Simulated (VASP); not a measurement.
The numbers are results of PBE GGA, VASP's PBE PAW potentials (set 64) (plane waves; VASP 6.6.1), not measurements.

The input files of a VASP run:

**INCAR**
```
SYSTEM = GaZn35O35
PREC = Normal; ENCUT = 400; LREAL = Auto
LASPH = .True.; ISYM = 0; NELECT = 634.0
EDIFF = 1E-5; NELM = 100; NELMIN = 4
ALGO = Fast; LMAXMIX = 4
ISMEAR = 0; SIGMA = 0.05
GGA = PE
IBRION = 2; NSW = 70; ISIF = 2
EDIFFG = -0.03
LWAVE = .False.; LCHARG = .False.
```

File KPOINTS:
```
Automatic mesh
0
Gamma
1 1 1
0 0 0
```

**POSCAR**
```
GaZn35O35
1
    4.9323206951    -8.5430314022     0.0000000000
    4.9323206951     8.5430314022     0.0000000000
    0.0000000000     0.0000000000    10.5847754187
Zn O Ga
35 35 1
Direct
  0.2222220000   0.1111110000   0.2500000000
  0.1111110000   0.2222220000   0.0000000000
  0.2222220000   0.1111110000   0.7500000000
  0.1082910000   0.2187710000   0.4958020000
  0.2236560000   0.4431480000   0.2484660000
  0.1111110000   0.5555560000   0.0000000000
  0.2222220000   0.4444440000   0.7500000000
  0.1138930000   0.5532350000   0.4960680000
  0.2222220000   0.7777780000   0.2500000000
  0.1111110000   0.8888890000   0.0000000000
  0.2222220000   0.7777780000   0.7500000000
  0.1111110000   0.8888890000   0.5000000000
  0.5555560000   0.1111110000   0.2500000000
  0.4444440000   0.2222220000   0.0000000000
  0.5555560000   0.1111110000   0.7500000000
  0.4444440000   0.2222220000   0.5000000000
  0.5555560000   0.4444440000   0.2500000000
  0.4444440000   0.5555560000   0.0000000000
  0.5555560000   0.4444440000   0.7500000000
  0.5555560000   0.7777780000   0.2500000000
  0.4444440000   0.8888890000   0.0000000000
  0.5555560000   0.7777780000   0.7500000000
  0.4444440000   0.8888890000   0.5000000000
  0.8888890000   0.1111110000   0.2500000000
  0.7777780000   0.2222220000   0.0000000000
  0.8888890000   0.1111110000   0.7500000000
  0.7777780000   0.2222220000   0.5000000000
  0.8888890000   0.4444440000   0.2500000000
  0.7777780000   0.5555560000   0.0000000000
  0.8888890000   0.4444440000   0.7500000000
  0.7777780000   0.5555560000   0.5000000000
  0.8888890000   0.7777780000   0.2500000000
  0.7777780000   0.8888890000   0.0000000000
  0.8888890000   0.7777780000   0.7500000000
  0.7777780000   0.8888890000   0.5000000000
  0.2222220000   0.1111110000   0.4410000000
  0.1111110000   0.2222220000   0.1910000000
  0.2222220000   0.1111110000   0.9410000000
  0.1111110000   0.2222220000   0.6910000000
  0.1111110000   0.5555560000   0.1910000000
  0.2222220000   0.4444440000   0.9410000000
  0.1111110000   0.5555560000   0.6910000000
  0.2222220000   0.7777780000   0.4410000000
  0.1111110000   0.8888890000   0.1910000000
  0.2222220000   0.7777780000   0.9410000000
  0.1111110000   0.8888890000   0.6910000000
  0.5555560000   0.1111110000   0.4410000000
  0.4444440000   0.2222220000   0.1910000000
  0.5555560000   0.1111110000   0.9410000000
  0.4444440000   0.2222220000   0.6910000000
  0.5555560000   0.4444440000   0.4410000000
  0.4444440000   0.5555560000   0.1910000000
  0.5555560000   0.4444440000   0.9410000000
  0.4444440000   0.5555560000   0.6910000000
  0.5555560000   0.7777780000   0.4410000000
  0.4444440000   0.8888890000   0.1910000000
  0.5555560000   0.7777780000   0.9410000000
  0.4444440000   0.8888890000   0.6910000000
  0.8888890000   0.1111110000   0.4410000000
  0.7777780000   0.2222220000   0.1910000000
  0.8888890000   0.1111110000   0.9410000000
  0.7777780000   0.2222220000   0.6910000000
  0.8888890000   0.4444440000   0.4410000000
  0.7777780000   0.5555560000   0.1910000000
  0.8888890000   0.4444440000   0.9410000000
  0.7777780000   0.5555560000   0.6910000000
  0.8888890000   0.7777780000   0.4410000000
  0.7777780000   0.8888890000   0.1910000000
  0.8888890000   0.7777780000   0.9410000000
  0.7777780000   0.8888890000   0.6910000000
  0.4449270000   0.5508440000   0.4981570000
```

POTCAR, in this order: Zn O Ga (PBE.64 set). Program: vasp_gam.

The cell is charged, with a uniform compensating background. The supercell is sampled at Γ alone, which is coarse: total energies, pressure and levels can be off, energies of defects by several tenths of an eV.

Problem. Predict the energy per atom (σ→0).

Solution. 
The energy per atom (σ→0) comes out as -4.400 eV/atom.

**OSZICAR**
```
...
  24 F= -.31237818E+03 E0= -.31237818E+03  d E =-.147008E-02
       N       E                     dE             d eps       ncg     rms          rms(c)
DAV:   1    -0.312377413236E+03    0.76391E-03   -0.15998E+00   784   0.235E+00    0.155E-01
RMM:   2    -0.312378876691E+03   -0.14635E-02   -0.15786E-02   760   0.273E-01    0.117E-01
RMM:   3    -0.312378972469E+03   -0.95778E-04   -0.19960E-03   760   0.987E-02    0.605E-02
RMM:   4    -0.312378965886E+03    0.65824E-05   -0.25173E-04   755   0.386E-02    0.495E-02
RMM:   5    -0.312378957649E+03    0.82377E-05   -0.72721E-05   675   0.198E-02
  25 F= -.31237896E+03 E0= -.31237896E+03  d E =-.781444E-03
```

The cell is a supercell with a defect, built from ZnO (wurtzite): Ga_Zn-vac_O, charge -1. The run is not spin-polarised, so no state with unpaired spins was tried.
